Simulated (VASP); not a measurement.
Consider the following.

```xyz
6
Lattice="0.0000 3.6740 3.6740 3.6740 0.0000 3.6740 3.6740 3.6740 0.0000" Properties=species:S:1:pos:R:3 pbc="T T T"
Ir     4.5925     4.5925     4.5925
Ir     4.5925     2.7555     2.7555
Ir     2.7555     2.7555     4.5925
Ir     2.7555     4.5925     2.7555
Sc     0.0000     0.0000     0.0000
Sc     1.8370     1.8370     1.8370
```

These are PBEsol GGA, VASP's PBE PAW potentials (set 64) (plane waves; VASP 6.6.1) values and carry that method's errors. Run with 300 eV cut-off, 8×8×8 Γ-centred mesh, Fermi-Dirac smearing of 0.10 eV, potentials Ir Sc_sv.

Problem. Give the energies of bands 19 to 32 at the high-symmetry points, in eV from the Fermi level.

Solution. 
```
band      Γ      X      U      L      W
----  -----  -----  -----  -----  -----
19    -0.99  -3.58  -3.56  -3.22  -3.49
20    -0.99  -3.58  -3.44  -3.22  -3.49
21    -0.99  -2.95  -3.15  -3.19  -3.08
22    -0.64  -2.95  -3.06  -3.19  -3.08
23    -0.64  -2.81  -2.31  -2.93  -2.57
24    -0.62  -2.81  -2.24  -2.93  -2.57
25    -0.62  -2.66  -2.05  -0.85  -1.64
26    -0.62  -2.66  -2.01  -0.85  -1.64
27    -0.56  -0.70  -1.24  -0.75  -1.60
28    -0.56  -0.70  -1.13  -0.30  -1.60
29    -0.32  -0.56  -0.32  -0.30   0.07
30    -0.32  -0.56   0.10   0.85   0.07
31    -0.32   0.43   0.76   0.85   0.89
32     1.21   0.43   0.81   1.01   0.89
```

It has no gap at this level: it comes out as a metal or semimetal.

The structure comes from a measured ScIr2 entry of the Crystallography Open Database, whose conditions weren't checked. The cell was not relaxed at this level.
